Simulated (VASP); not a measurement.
Data:

```xyz
6
Lattice="5.7871 3.3412 1.6508 -5.7871 3.3412 1.6508 0.0000 -6.6824 1.6508" Properties=species:S:1:pos:R:3 pbc="T T T"
Se     0.7131     4.6429     2.7531
Se    -0.7131    -4.6429     2.1992
Se    -4.3774    -1.7038     2.7531
Se     4.3774     1.7038     2.1992
Se     3.6643    -2.9390     2.7531
Se    -3.6643     2.9390     2.1992
```

Calculation: PBEsol GGA, VASP's PBE PAW potentials (set 64) (plane waves; VASP). Run with 300 eV cut-off, 3×3×3 Γ-centred mesh, Fermi-Dirac smearing of 0.010 eV, potentials Se.

Q: Which forces act on the atoms, in eV/Å?

A: 
| atom | Fx | Fy | Fz |
|---|---|---|---|
| Se1 | -0.047 | 0.285 | 0.428 |
| Se2 | 0.047 | -0.285 | -0.428 |
| Se3 | -0.224 | -0.183 | 0.428 |
| Se4 | 0.224 | 0.183 | -0.428 |
| Se5 | 0.271 | -0.102 | 0.428 |
| Se6 | -0.271 | 0.102 | -0.428 |

Q: Give the stress tensor in GPa (positive for a compressed cell).

A: 
```
-4.09   0.00   0.00
 0.00  -4.09   0.00
 0.00   0.00  -2.14
```
The pressure is its mean diagonal, -3.44 GPa.

The structure comes from a computed database's Se entry (R-3); how it stands against other phases isn't given here. The cell was not relaxed at this level. The k-mesh is coarse (spacing up to 0.47 per Å, 2π included), so the numbers may not be converged in it.
